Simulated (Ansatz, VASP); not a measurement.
# Ta: VASP beside Ansatz

One calculation is typed for both programs; each brings its own data sets and cutoff. How far apart do they land?

Calculated with Ansatz 0.2.0; plane waves, with VASP 6.6.1 beside it; relaxation of cell and atoms at PBEsol.

**1. The starting structure**

It takes space group Im-3m (No. 229, cubic). The conventional cell has a = 3.303 Å, b = 3.303 Å, c = 3.303 Å, α = 90.00°, β = 90.00°, γ = 90.00°. Nearest to Ta lie 8 Ta at 2.86 Å.

**2. Ansatz: relaxation of cell and atoms, PBEsol**

Ansatz runs on its default PAW (the set named soft_2) files.

The relaxed volume is the usual yardstick between codes: its relative difference is about their pressure difference at one cell divided by the bulk modulus.

Input file input.yaml:

```yaml
crystal:
  lattice:
    - [-1.65128, 1.65128, 1.65128]
    - [1.65128, -1.65128, 1.65128]
    - [1.65128, 1.65128, -1.65128]
  atoms:
    - { symbol: Ta, position: [0.0, 0.0, 0.0] }
hamiltonian:
  xc: pbesol
  pseudopotentials: { kind: paw }
kpoints:
  mp_grid: { grid: [14, 14, 14] }
scf:
  occupations: { method: fermi_dirac, width: 0.05 }
relax:
  f_tol: 0.01
  max_steps: 60
  cell: { stress_tol: 0.05 }
output:
  forces: true
  stress: true
```

Started as:

```console
ansatz run input.yaml --threads 4 --pin off --max-ram 9216MiB --backend cpu --events-out ev --progress --plain --runs-dir out
```

Numbers of over 12 decimals in the logs are rounded to 6 here.

The program printed:

```text
Engine: ansatz 0.2.0, aarch64-unknown-linux-gnu
Pseudopotentials: kind: paw
Pseudopotential: Ta, paw, valence charge 13, recommended cutoff 420 eV (normal), Ta.paw.azcp
Functional definition: PBEsol
  exchange = pbesol_x
  correlation = pbesol_c
Crystal: 1 atoms, lattice volume = 18.010 Å³
Basis set: ecut = 420 eV, 369 PW (Γ), exchange–correlation on 40×40×40 points (8 copies of the dense FFT grid, shifted against one another)
Bands: 11, of which v1, the nominal top of the filled ones, is band 7 counted from 1 (6 counted from 0)
Symmetry: 48 space group operations
Space group: Im-3m (ITA 229), of the structure as read, at distance tolerance 2.6e-5 Å
k-points: 104 of 2744
Non-local potential: Ta, projectors of the file, l = 0: 3, l = 1: 2, l = 2: 2, l = 3: 1
PAW form: soft (Blöchl's): semilocal exchange-correlation on the pseudo side does not see the compensation charge
PAW frozen core: Ta, regenerated for the run's functional, and the local potential with it (the file was generated under x = pbe(κ = 0.804, μ = 0.219515), c = pbe(β = 0.066725))
PAW one-centre angular grid: Ta, 590 points (default); XC on 64 Gauss nodes
Initial density: superposition of atomic densities (neutral atoms: chi_scale 0, normalization atom), corrected by the library's trained network
Initial wavefunctions: pseudopotential atomic-orbital guess
Functional: x = pbesol(κ = 0.804, μ = 0.123457), c = pbesol(β = 0.046)
SCF iter   1: F=—  HF=-9806.505740 eV  |F-HF|=—  |Δ(HF+E_count)|=         —  Δρ=2.17e-3  dr2=2.32e-4  ethr=1.77e-3  ⟨swp⟩=5.9  Hψ=6650  notcnv=0
preconditioner: auto → none  [metal: Δε(μ)=0.050 eV  Ē_g=8.322 eV  σ=0.050 eV  W_gap=0.24  n_scr=0 (ndim 8)  ℏωp=19.6 eV  f_vac=0.000  D(μ)=0.95/eV (n_scr^D=12)]
SCF iter   2: F=—  HF=-9806.505528 eV  |F-HF|=—  |Δ(HF+E_count)|=   2.12e-4  Δρ=1.03e-3  dr2=5.07e-5  ethr=1.78e-6  ⟨swp⟩=2.1  Hψ=2522  notcnv=0
SCF iter   3: F=—  HF=-9806.505567 eV  |F-HF|=—  |Δ(HF+E_count)|=   3.93e-5  Δρ=1.60e-4  dr2=1.71e-6  ethr=3.90e-7  ⟨swp⟩=1.1  Hψ=1145  notcnv=0
SCF iter   4: F=—  HF=-9806.505567 eV  |F-HF|=—  |Δ(HF+E_count)|=   2.45e-7  Δρ=4.54e-5  dr2=1.10e-7  ethr=1.32e-8  ⟨swp⟩=2.1  Hψ=1706  notcnv=0
iter 5 did not close the SCF: its close was put off for the readings that it lacked (scf_convergence_deferred on its scf_iter line)
SCF iter   5: F=-9806.505567 eV  HF=-9806.505567 eV  |F-HF|=1.77e-8  |Δ(HF+E_count)|=   3.03e-8  Δρ=2.58e-5  dr2=3.41e-8  ethr=8.42e-10  ⟨swp⟩=1.1  Hψ=1152  notcnv=0
SCF iter   6: F=-9806.505567 eV  HF=-9806.505567 eV  |F-HF|=1.26e-10  |Δ(HF+E_count)|=   1.46e-8  Δρ=2.37e-6  dr2=3.04e-10  ethr=2.62e-10  ⟨swp⟩=2.7  Hψ=3568  notcnv=0
SCF 1 converged in 6 iterations: F = -9806.505567 eV  dr2 = 3.04e-10
  greatest PAW one-centre occupation: 1.000 electrons in one spin orbital (limit 2), on the Ta atom at site 0 (counted from 0), in its partial waves of l = 0
relax step   1: F+E_penalty+E_count = -9806.50556692 eV  Δ(F+E_penalty+E_count) = +0.000e0 eV  max|allowed force component| = 0.000e0 eV/Å  Δτ_max = 0.0000 Å  P = -3.814 GPa  Ω = 18.010 Å³  (6 SCF iters, dr2 threshold 1.00e-7 eV, accepted)
[...]
relax step   2: F+E_penalty+E_count = -9806.46900406 eV  Δ(F+E_penalty+E_count) = +3.656e-2 eV  max|allowed force component| = 0.000e0 eV/Å  Δτ_max = 0.0000 Å  P = +13.758 GPa  Ω = 16.688 Å³  energy of the carried Pulay correction = +4.443e-4 eV  (4 SCF iters, dr2 threshold 1.00e-7 eV, rejected (line search))
[...]
relax step   3: F+E_penalty+E_count = -9806.50960101 eV  Δ(F+E_penalty+E_count) = -4.034e-3 eV  max|allowed force component| = 0.000e0 eV/Å  Δτ_max = 0.0000 Å  P = -0.277 GPa  Ω = 17.706 Å³  energy of the carried Pulay correction = +9.940e-5 eV  (6 SCF iters, accepted)
[...]
relax step   4: F+E_penalty+E_count = -9806.50962817 eV  Δ(F+E_penalty+E_count) = -2.716e-5 eV  max|allowed force component| = 0.000e0 eV/Å  Δτ_max = 0.0000 Å  P = -0.003 GPa  Ω = 17.683 Å³  energy of the carried Pulay correction = +1.068e-4 eV  (2 SCF iters, dr2 threshold 1.00e-7 eV, accepted)
[...]
relax step   5: F+E_penalty+E_count = -9806.50952950 eV  Δ(F+E_penalty+E_count) = +9.867e-5 eV  max|allowed force component| = 0.000e0 eV/Å  Δτ_max = 0.0000 Å  P = -0.011 GPa  Ω = 17.683 Å³  stress off target by 1.05e-2 GPa  SCF on the basis re-selected at this cell (its energy is not comparable with the rows above)  (4 SCF iters)
basis re-selected at this cell: Δ(F+E_penalty+E_count) = +9.867e-5 eV, ΔP = -0.008 GPa vs the last step (what re-selecting the basis moved, of the pressure what is left beyond the Pulay correction that the steps carried, after the strain that the cell walked since its last selection, with what the two solves' SCF thresholds leave and, on support functions, any second-order correction that the steps lacked; it is no measure of the basis error at this ecutwfc). This SCF's stress stands 1.05e-2 GPa from its target on what of the cell is left free (relax.cell.stress_tol is 5.00e-2 GPa) and its largest allowed force component is 0.00e0 eV/Å (relax.f_tol is 1.00e-2 eV/Å): [rest of the remark cut]
SCF converged after 4 iterations
Free energy (F): -9806.509530 eV
Harris-Foulkes:  -9806.509530 eV  (|F-HF|=1.82e-12)
Internal energy: -9806.501116 eV  (E = F + TS)
E sigma→0 (E₀):  -9806.505323 eV
Entropy (-TS):   -0.008414 eV (-8.414 meV/atom)
Fermi energy:    18.844167 eV
--- Per-component energies (eV) ---
  E_band       = -100.057188
  E_kinetic    = 366.690639
  E_local      = -539.469713  (includes V_loc(G=0)·N_el)
  E_nonlocal   = 17.741039
  E_hartree    = 187.175248
  E_xc         = -217.152957
  E_vxc        = -204.032530  (∫ρ·V_xc dr)
  E_paw        = -8272.669097  (= ΣΔE_a)
  E_vpaw       = -115.337258  (= ΣTr[D̂ρ^β])
  E_aug_tail   = 0.000138  (compensation charges beyond the density's cutoff)
  E_ewald      = -1349.030061
  E_core_change = 0.213646  (= ΣΔE_core)
  E_smearing   = -0.008414  (= −TS)
  E_closure    = 0.000000  (closes the sum)
  Σ components = -9806.509530   (vs F -9806.509530, Δ=0.00e0)
--- Forces (eV/Å), atoms counted from 1 ---
  atom   1  Ta     0.00000000    -0.00000000     0.00000000
  max |Σ_I F_I| component: 4.93e-32 eV/Å
--- Stress (GPa, compression-positive) ---
       -0.010512      -0.000000      -0.000000
       -0.000000      -0.010512      -0.000000
       -0.000000      -0.000000      -0.010512
  P = ⅓ Tr σ = -0.0105 GPa (-0.105 kbar)
--- Relaxed structure (4 steps of the walk, 3 accepted, 1 SCFs on fresh bases) ---
  F+E_penalty+E_count = -9806.50952950 eV   max|allowed force component| = 0.000e0 eV/Å   (the final SCF, on the basis selected at the relaxed cell)
  cell:  # Å, volume = 17.6832 Å³
    - [-1.641220, 1.641220, 1.641220]
    - [1.641220, -1.641220, 1.641220]
    - [1.641220, 1.641220, -1.641220]
  atoms:
    - { symbol: Ta, position: [0.0, 0.0, 0.0] }
```

Run time: 1.8 s. Hardware: 4 threads of Arm Neoverse V1, shared host; peak memory 0.3 GiB; 5.7 s of CPU time.

**3. VASP: relaxation of cell and atoms, PBEsol**

The same cell, functional, mesh and smearing now go to VASP, with its own data sets and cutoff.

Lines of VASP's logs that name or quote its potential files are left out, and so is its time.

Input file INCAR:

```
SYSTEM = Ta
PREC = Accurate
ENCUT = 400
EDIFF = 1E-06
NELM = 100
ISMEAR = -1
SIGMA = 0.05
LREAL = .FALSE.
ALGO = Normal
GGA = PS
NBANDS = 11
LASPH = .TRUE.
LORBIT = 11
LWAVE = .FALSE.
LCHARG = .FALSE.
KPAR = 2
IBRION = 2
NSW = 60
ISIF = 3
EDIFFG = -0.01
```

Input file POSCAR:

```
Ta
1.0
   -1.6512800000      1.6512800000      1.6512800000
    1.6512800000     -1.6512800000      1.6512800000
    1.6512800000      1.6512800000     -1.6512800000
Ta
1
Direct
    0.0000000000      0.0000000000      0.0000000000
```

Input file KPOINTS:

```
Automatic mesh
0
Gamma
14 14 14
0 0 0
```

PAW data sets: Ta_pv (PBE family, release 64).

Started as:

```console
mpirun -np 2 vasp_std
```

The program printed:

```text
[banner, memory and clock lines left out]
running    2 mpi-ranks, on    1 nodes
 distrk:  each k-point on    1 cores,    2 groups
 distr:  one band on    1 cores,    1 groups

 POSCAR found type information on POSCAR Ta
 POSCAR found :  1 types and       1 ions
|                                                                             |
|               ----> ADVICE to this user running VASP <----                  |
|                                                                             |
|     You enforced a specific xc type in the INCAR file but a different       |
|     [... a line on the potential file left out ...]
|     I HOPE YOU KNOW WHAT YOU ARE DOING!                                     |
|                                                                             |

 LDA part: xc-table for (Slater+PW92), standard interpolation
 POSCAR, INCAR and KPOINTS ok, starting setup
 FFT: planning ... GRIDC
 FFT: planning ... GRID_SOFT
 FFT: planning ... GRID
 WAVECAR not read
 entering main loop
       N       E                     dE             d eps       ncg     rms          rms(c)
DAV:   1     0.439611822025E+02    0.43961E+02   -0.54889E+03  2288   0.786E+02
DAV:   2    -0.123666626909E+02   -0.56328E+02   -0.55050E+02  2541   0.213E+02
DAV:   3    -0.130656411125E+02   -0.69898E+00   -0.69505E+00  2798   0.238E+01
DAV:   4    -0.130678895854E+02   -0.22485E-02   -0.22482E-02  2507   0.140E+00
DAV:   5    -0.130678989468E+02   -0.93614E-05   -0.93612E-05  2713   0.847E-02    0.139E+01
DAV:   6    -0.126770710063E+02    0.39083E+00   -0.34223E-01  2597   0.641E+00    0.671E+00
DAV:   7    -0.125594080957E+02    0.11766E+00   -0.28558E-01  2594   0.543E+00    0.367E-01
DAV:   8    -0.125578394127E+02    0.15687E-02   -0.66836E-03  2870   0.650E-01    0.438E-02
DAV:   9    -0.125578520150E+02   -0.12602E-04   -0.31635E-05  2631   0.493E-02    0.218E-02
DAV:  10    -0.125578492518E+02    0.27632E-05   -0.29138E-06  2605   0.207E-02    0.369E-03
DAV:  11    -0.125578493586E+02   -0.10676E-06   -0.21477E-07  1468   0.524E-03
   1 F= -.12557849E+02 E0= -.12553715E+02  d E =-.125578E+02
 curvature:   0.00 expect dE= 0.000E+00 dE for cont linesearch  0.000E+00
 trial: gam= 0.00000 g(F)=  0.202E-62 g(S)=  0.251E-01 ort = 0.000E+00 (trialstep = 0.100E+01)
 search vector abs. value=  0.251E-01
 bond charge predicted
       N       E                     dE             d eps       ncg     rms          rms(c)
DAV:   1    -0.127689595149E+02   -0.21111E+00   -0.67876E+00  2417   0.324E+01    0.454E+00
DAV:   2    -0.125828167647E+02    0.18614E+00   -0.21041E-01  2390   0.531E+00    0.153E+00
DAV:   3    -0.125380826742E+02    0.44734E-01   -0.11710E-01  2555   0.387E+00    0.615E-01
DAV:   4    -0.125388052756E+02   -0.72260E-03   -0.21217E-03  2814   0.406E-01    0.538E-02
DAV:   5    -0.125388111393E+02   -0.58637E-05   -0.11364E-04  2591   0.117E-01    0.280E-02
DAV:   6    -0.125388134713E+02   -0.23320E-05   -0.17823E-06  2399   0.149E-02    0.100E-03
DAV:   7    -0.125388132744E+02    0.19690E-06   -0.33622E-08  1357   0.194E-03
   2 F= -.12538813E+02 E0= -.12534261E+02  d E =0.190361E-01
 trial-energy change:    0.019036  1 .order    0.019547   -0.025066    0.064159
 step:   0.2880(harm=  0.2809)  dis= 0.00000  next Energy=   -12.561471 (dE=-0.362E-02)
 bond charge predicted
       N       E                     dE             d eps       ncg     rms          rms(c)
DAV:   1    -0.126785538943E+02   -0.13974E+00   -0.36520E+00  2396   0.244E+01    0.317E+00
DAV:   2    -0.125826354940E+02    0.95918E-01   -0.11930E-01  2414   0.379E+00    0.107E+00
DAV:   3    -0.125612435082E+02    0.21392E-01   -0.57938E-02  2516   0.262E+00    0.379E-01
DAV:   4    -0.125615410778E+02   -0.29757E-03   -0.73500E-04  2789   0.286E-01    0.422E-02
DAV:   5    -0.125615486165E+02   -0.75387E-05   -0.20915E-05  2617   0.453E-02    0.194E-02
DAV:   6    -0.125615475384E+02    0.10781E-05   -0.41625E-07  1667   0.745E-03    0.920E-04
DAV:   7    -0.125615476399E+02   -0.10142E-06   -0.29861E-08  1273   0.198E-03
   3 F= -.12561548E+02 E0= -.12557335E+02  d E =-.369828E-02
 curvature:  -0.14 expect dE=-0.910E-06 dE for cont linesearch -0.910E-06
 trial: gam=-0.01582 g(F)=  0.806E-64 g(S)=  0.648E-05 ort = 0.403E-03 (trialstep = 0.858E+00)
 search vector abs. value=  0.177E-08
 reached required accuracy - stopping structural energy minimisation
```

OUTCAR, selected parts (step 3):

```text
ion  position               nearest neighbor table
   1  0.000  0.000  0.000-

  LATTYP: Found a body centered cubic cell.
 ALAT       =     3.3025600000

 Subroutine GETGRP returns: Found 48 space group operations
 (whereof 48 operations were pure point group operations)

The static configuration has the point symmetry O_h .

 Found    104 irreducible k-points:

   k-points           NKPTS =    104   k-points in BZ     NKDIM =    104   number of bands    NBANDS=     11

   dimension x,y,z NGX =    20 NGY =   20 NGZ =   20
   dimension x,y,z NGXF=    40 NGYF=   40 NGZF=   40

   ENCUT  =  400.0 eV  29.40 Ry    5.42 a.u.   4.66  4.66  4.66*2*pi/ulx,y,z

   NELECT =      11.0000    total number of electrons

 k-points in reciprocal lattice and weights: Automatic mesh
   0.00000000  0.00000000  0.00000000       0.000
   0.07142857  0.00000000  0.00000000       0.004
   0.14285714  0.00000000  0.00000000       0.004
   0.21428571  0.00000000  0.00000000       0.004
   0.28571429  0.00000000  0.00000000       0.004
   0.35714286  0.00000000  0.00000000       0.004
   0.42857143  0.00000000  0.00000000       0.004
   0.50000000  0.00000000  0.00000000       0.002
   0.07142857  0.07142857  0.00000000       0.009
[...]
0.50000000  0.50000000  0.42857143       0.004
   0.50000000  0.50000000  0.50000000       0.000

 average (electrostatic) potential at core
       1 -36.0479

 E-fermi :   5.4435

 k-point     1 :       0.0000    0.0000    0.0000
  band No.  band energies     occupation
      1     -27.4979      2.00000
      2     -27.4979      2.00000
      3     -27.4979      2.00000
      4      -2.5340      2.00000
      5       6.1791      0.00000
      6       6.1791      0.00000
      7       6.1791      0.00000
      8       9.5129      0.00000
      9       9.5129      0.00000
    ...

 k-point     2 :       0.0714    0.0000    0.0000
  band No.  band energies     occupation
      1     -27.5655      2.00000
      2     -27.5185      2.00000
      3     -27.4983      2.00000
      4      -2.3008      2.00000
      5       6.0279      0.00002
      6       6.1336      0.00000
      7       6.4082      0.00000
      8       9.2725      0.00000
      9       9.5135      0.00000
    ...

 k-point     3 :       0.1429    0.0000    0.0000
  band No.  band energies     occupation
      1     -27.7514      2.00000
      2     -27.5761      2.00000
      3     -27.4994      2.00000
      4      -1.6432      2.00000
      5       5.6328      0.04433
      6       5.9218      0.00014
      7       7.0838      0.00000
      8       8.8864      0.00000
      9       9.5359      0.00000
    ...

  Total       -0.0066892     -0.0066892     -0.0066892      0.0000000     -0.0000000     -0.0000000
  in kB       -0.6055059     -0.6055059     -0.6055059      0.0000000     -0.0000000     -0.0000000
  external PRESSURE =      -0.6055059 kB  Pullay stress =       0.0000000 kB

  energy-cutoff  :      400.00
  volume of cell :       17.70
      direct lattice vectors                 reciprocal lattice vectors
    -1.641733167  1.641733167  1.641733167     0.000000000  0.304556191  0.304556191
     1.641733167 -1.641733167  1.641733167     0.304556191  0.000000000  0.304556191
     1.641733167  1.641733167 -1.641733167     0.304556191  0.304556191  0.000000000

 POSITION                                       TOTAL-FORCE (eV/Angst)
 -----------------------------------------------------------------------------------
      0.00000     -0.00000      0.00000        -0.000000     -0.000000     -0.000000
 -----------------------------------------------------------------------------------
    total drift:                               -0.000000     -0.000000      0.000000

  FREE ENERGIE OF THE ION-ELECTRON SYSTEM (eV)
  ---------------------------------------------------
  free  energy   TOTEN  =       -12.5615476399 eV

  energy  without entropy=      -12.5531232893  energy(sigma->0) =      -12.55733546

 reached required accuracy - stopping structural energy minimisation

 total charge
# of ion       s       p       d       tot
------------------------------------------
    1        0.374   6.175   2.419   8.968

[... 3 further parts left out ...]
```

CONTCAR:

```
Ta
   1.00000000000000
    -1.6417331671344835    1.6417331671344835    1.6417331671344835
     1.6417331671344835   -1.6417331671344835    1.6417331671344835
     1.6417331671344835    1.6417331671344835   -1.6417331671344835
  Ta
     1
Direct
     0.0000000000000000    0.0000000000000000    0.0000000000000000
```

**4. Side by side**

Known differences besides the potentials themselves: both relaxations stop at a tolerance, which leaves soft axes loose, and VASP keeps its plane-wave basis; the data sets hold 13 valence electrons in Ansatz (default PAW (the set named soft_2) files) and 11 in VASP; the cutoff is 420 eV in Ansatz and 400 eV in VASP; Ansatz makes its cores anew for this functional, VASP keeps those of its PBE data sets; Ansatz adds a Pulay correction to the stress that steers its cell, VASP none. Total energies have different zeros and are not compared.

The two programs side by side:

```csv
quantity,Ansatz,VASP,difference
volume (Å³),17.68,17.70,-0.09 %
"edge a after relaxation, in the typed setting (Å)",2.843,2.844,-0.03 %
```

The walks stopped with -0.01 GPa left in Ansatz and -0.06 GPa in VASP; each walk ends within a tolerance, so the volume difference is uncertain by about these residues over the bulk modulus, most in soft cells.

**5. Outcome**

```yaml
difference_in_volume_relaxation_of_cell_and_atoms_pbesol: -0.094 %
```

In words: The difference in volume is -0.094 % (relaxation of cell and atoms, PBEsol), within the 1.2 % picked in this series as the mark of a large difference, as far as the stopping tolerances let one tell. How closely two codes agree says nothing of how well the functional describes the real material.

[Lines on the potential files, build, host, timing and source positions are cut from VASP's logs without a mark.]

[Logs are printed without paths, hosts, clocks, repeated set-up lines and the standing remarks that a program may print on its own settings, such as how far it seeks lower states.]

[Hosts, paths, dates, database ids (printed as entryN), source tags and the programs' standing remarks are cut or masked in the printed files.]
